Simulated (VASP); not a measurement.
A VASP calculation is set up with these files.

### INCAR
```
ALGO=Normal
EDIFF=1E-6
EDIFFG=-0.02
ENCUT=500
GGA=PE
IBRION=2
ISIF=3
ISMEAR=0
LASPH=.True.
LCHARG=.False.
LMAXMIX=4
LREAL=.False.
LWAVE=.False.
NELM=100
NSW=40
PREC=Accurate
PSTRESS=450
SIGMA=0.05
SYSTEM=MgTe
```

POSCAR:
```
MgTe
1
   -0.0000000000     2.7674471516     2.7674471516
    2.7674471516    -0.0000000000     2.7674471516
    2.7674471516     2.7674471516    -0.0000000000
Mg Te
1 1
Direct
  0.0000000000   0.0000000000   0.0000000000
  0.2500000000   0.2500000000   0.2500000000
```

**KPOINTS**
```
Automatic mesh
0
Gamma
8 8 8
0 0 0
```

POTCAR, in this order: Mg Te (PBE.64 set). Program: vasp_std.

Task: Translate this PBE calculation to Quantum ESPRESSO's pw.x.

Result: One equivalent input (not run):
```
&CONTROL
  calculation = 'vc-relax'
  pseudo_dir = './pseudo'
  outdir = './out'
  tprnfor = .true.
  tstress = .true.
  nstep = 40
  forc_conv_thr = 0.00078
/
&SYSTEM
  ibrav = 0
  nat = 2
  ntyp = 2
  ecutwfc = 84
  occupations = 'smearing'
  smearing = 'gaussian'
  degauss = 0.003675
  input_dft = 'pbe'
/
&ELECTRONS
  conv_thr = 7.3e-08
  electron_maxstep = 100
/
&IONS
/
&CELL
  press = 450
/
ATOMIC_SPECIES
  Mg 24.305 Mg.upf
  Te 127.600 Te.upf
CELL_PARAMETERS angstrom
    -0.0000000    2.7674472    2.7674472
     2.7674472   -0.0000000    2.7674472
     2.7674472    2.7674472   -0.0000000
ATOMIC_POSITIONS crystal
  Mg   0.0000000  0.0000000  0.0000000
  Te   0.2500000  0.2500000  0.2500000
K_POINTS automatic
  8 8 8 0 0 0
```
Limits of the translation: the potentials are each code's own (VASP's PAW set, PseudoDojo norm-conserving files in pw.x), so ENCUT and ecutwfc are chosen apart and not converted; conv_thr bounds pw.x's estimated SCF error, while EDIFF bounds the energy change between steps; forc_conv_thr acts on force components and is met together with etot_conv_thr.

The compound is MgTe in the zinc blende structure, whereas wurtzite is the usual form. It was relaxed first under an external pressure of 45 GPa.
